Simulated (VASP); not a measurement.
Output of a VASP run:

File OSZICAR:
```
       N       E                     dE             d eps       ncg     rms          rms(c)
DAV:   1     0.907675119450E+02    0.90768E+02   -0.62957E+03   480   0.124E+03
DAV:   2    -0.327335305732E+00   -0.91095E+02   -0.86967E+02   480   0.248E+02
DAV:   3    -0.504042135990E+01   -0.47131E+01   -0.45858E+01   628   0.700E+01
DAV:   4    -0.516081137193E+01   -0.12039E+00   -0.12033E+00   640   0.107E+01
DAV:   5    -0.516311912858E+01   -0.23078E-02   -0.23075E-02   636   0.137E+00    0.592E+00
DAV:   6    -0.507151167026E+01    0.91607E-01   -0.34790E+00   572   0.692E+01    0.370E+00
DAV:   7    -0.493318867767E+01    0.13832E+00   -0.80068E-01   576   0.333E+01    0.211E+00
DAV:   8    -0.492976096584E+01    0.34277E-02   -0.34966E-02   704   0.233E+00    0.371E-01
DAV:   9    -0.492763699024E+01    0.21240E-02   -0.93603E-03   588   0.362E+00    0.131E-01
DAV:  10    -0.492775140122E+01   -0.11441E-03   -0.60484E-04   588   0.330E-01    0.854E-02
DAV:  11    -0.492777220180E+01   -0.20801E-04   -0.55528E-04   588   0.873E-01    0.349E-02
DAV:  12    -0.492776258809E+01    0.96137E-05   -0.79115E-05   644   0.267E-01    0.279E-02
DAV:  13    -0.492776100923E+01    0.15789E-05   -0.10902E-05   724   0.691E-02    0.594E-03
DAV:  14    -0.492776132204E+01   -0.31281E-06   -0.10298E-06   336   0.173E-02
   1 F= -.49277613E+01 E0= -.49268374E+01  d E =-.184794E-02
```

**OUTCAR**
```
------------------------ aborting loop because EDIFF is reached ----------------------------------------
  FORCE on cell =-STRESS in cart. coord.  units (eV):
  Direction    XX          YY          ZZ          XY          YZ          ZX
  --------------------------------------------------------------------------------------
  Total        0.9627868      0.9627868      0.9627868      0.0000000      0.0000000     -0.0000000
  in kB       31.9675744     31.9675744     31.9675744      0.0000000      0.0000000     -0.0000000
  external PRESSURE =      31.9675744 kB  Pullay stress =       0.0000000 kB
  volume of cell :       48.25
      direct lattice vectors                 reciprocal lattice vectors
     0.000000000  2.889573000  2.889573000    -0.173035947  0.173035947  0.173035947
     2.889573000  0.000000000  2.889573000     0.173035947 -0.173035947  0.173035947
     2.889573000  2.889573000  0.000000000     0.173035947  0.173035947 -0.173035947
 POSITION                                       TOTAL-FORCE (eV/Angst)
 -----------------------------------------------------------------------------------
      1.44479      1.44479      1.44479        -0.000000     -0.000000     -0.000000
      0.00000      0.00000      0.00000         0.000000      0.000000      0.000000
 -----------------------------------------------------------------------------------
    total drift:                               -0.000002     -0.000002     -0.000002
  FREE ENERGIE OF THE ION-ELECTRON SYSTEM (eV)
  ---------------------------------------------------
  free  energy   TOTEN  =        -4.9277613220 eV

  energy  without entropy=       -4.9259133802  energy(sigma->0) =       -4.92683735

 total charge

# of ion       s       p       d       tot
------------------------------------------
    1        1.365   1.982   0.051   3.399
    2        0.424   0.365   9.381  10.170
--------------------------------------------------
tot          1.790   2.347   9.432  13.569
```
(Selected blocks of OUTCAR.)

**POSCAR**
```
CuTe
1
    0.0000000000     2.8895730000     2.8895730000
    2.8895730000     0.0000000000     2.8895730000
    2.8895730000     2.8895730000     0.0000000000
Te Cu
1 1
Direct
  0.2500000000   0.2500000000   0.2500000000
  0.0000000000   0.0000000000   0.0000000000
```

### Question
Reconstruct the remaining input files.

### Answer
This is not unique; one that fits is the input of the run itself, PBE GGA + U (Dudarev), plane waves, VASP's PBE PAW potentials (set 64).

### KPOINTS
```
Automatic mesh
0
Gamma
7 7 7
0 0 0
```

### INCAR
```
SYSTEM = CuTe
PREC = Accurate
ENCUT = 400
EDIFF = 1E-6
NELM = 100
ALGO = Normal
LREAL = .FALSE.
LASPH = .TRUE.
ISMEAR = 0
SIGMA = 0.05
GGA = PE
LMAXMIX = 4
LWAVE = .FALSE.
LCHARG = .FALSE.
ISIF = 2
LDAU = .TRUE.
LDAUTYPE = 2
LDAUL = -1 2
LDAUU = 0 6.0
LDAUJ = 0 0
LDAUPRINT = 1
LORBIT = 10
```

POTCAR, in this order: Te Cu (PBE.64 set). Program: vasp_std.

The structure was generated: CuTe was put into the zincblende type (F-43m), which need not be its known phase. The cell was not relaxed at this level. The run is one of a series of settings (LDAU = .TRUE., LDAUJ = 0 0, LDAUL = -1 2, LDAUTYPE = 2, LDAUU = 0 6.0 against the base run), some of them coarse on purpose. The electron count is odd and the run is not spin-polarised, which forces a metal.
